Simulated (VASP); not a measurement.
Consider the following.

```
CELL_PARAMETERS angstrom
      1.80301    -3.12290     0.00000
      1.80301     3.12290     0.00000
      0.00000     0.00000     5.60568
ATOMIC_POSITIONS crystal
  Tb 0.33333 0.66667 0.25000
  Tb 0.66667 0.33333 0.75000
```

Method: TPSS meta-GGA, VASP's PBE PAW potentials (set 64) (plane waves; VASP 6.6.1). Run with 520 eV cut-off, 13×13×8 Γ-centred mesh, tetrahedra with Blöchl corrections, potentials Tb_3.

The 4f electrons are frozen in the core of the lanthanide potential, so 4f levels, which can set the real gap, and their magnetism are missing.

**Question.** Give the energies of bands 7 to 12 at the high-symmetry points, in eV from the Fermi level.

**Answer.** 
| band | Γ | M | K | A | L | H |
|---|---|---|---|---|---|---|
| 7 | -4.93 | -1.82 | -1.01 | -3.32 | -1.92 | -0.57 |
| 8 | -2.14 | -1.49 | -0.66 | -3.32 | -1.92 | -0.57 |
| 9 | 1.48 | -1.02 | -0.66 | 1.01 | 0.01 | -0.42 |
| 10 | 1.76 | 0.16 | -0.40 | 1.01 | 0.01 | -0.42 |
| 11 | 1.76 | 1.42 | 1.19 | 1.66 | 1.78 | 0.63 |
| 12 | 2.21 | 1.66 | 1.19 | 1.66 | 1.78 | 0.63 |

It has no gap at this level: it comes out as a metal or semimetal.

The compound is Tb in the hcp structure. It was relaxed first.
